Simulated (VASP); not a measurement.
Runs of VASP 6.6.1 on WAu. Symmetry: F-43m, No. 216, cubic system. Conventional cell: a = 5.496 Å, b = 5.496 Å, c = 5.496 Å, α = 90.00°, β = 90.00°, γ = 90.00°. Around W (site symmetry -43m) lie 4 Au at 2.38 Å. Au (site symmetry -43m) is surrounded by 4 W at 2.38 Å. The cell was built by a generator and needn't be a form met in nature.

```csv
level,gap on the mesh (eV),pressure (GPa),relaxed volume (Å³/atom)
revPBE+dDsC,none,0.0,24.00
revPBE+D4,none,0.0,23.90
revPBE+D2,none,0.0,20.81
revPBE+D3,none,0.0,(b)
revPBE,none,0.0,(a)
```

Alike in all rows: task relaxation of cell and atoms; potentials or basis VASP PAW PBE potentials, release 64 (W_sv, Au); no spin polarisation; cell relaxed; k mesh 8 × 8 × 8; cutoff (eV) 600; smearing fermi-dirac 0.05 eV.

Task: Fill in the values left out.

Result: (a) 24.96; (b) 23.27.

Caveats: the PAW data sets were made with another functional, which shifts forces and pressure a little; pairwise dispersion overbinds metals, which lowers pressure and volume (some runs); the volume moved by over 15 % at a fixed basis, so the end points are rough (some runs); atom-pairwise D2, TS and ULG terms overbind metals (some runs).

A k mesh can miss the band edges, and the runs leave out spin-orbit coupling on Au, W.

A gap of «none» marks a metal or a gap under the smearing width.
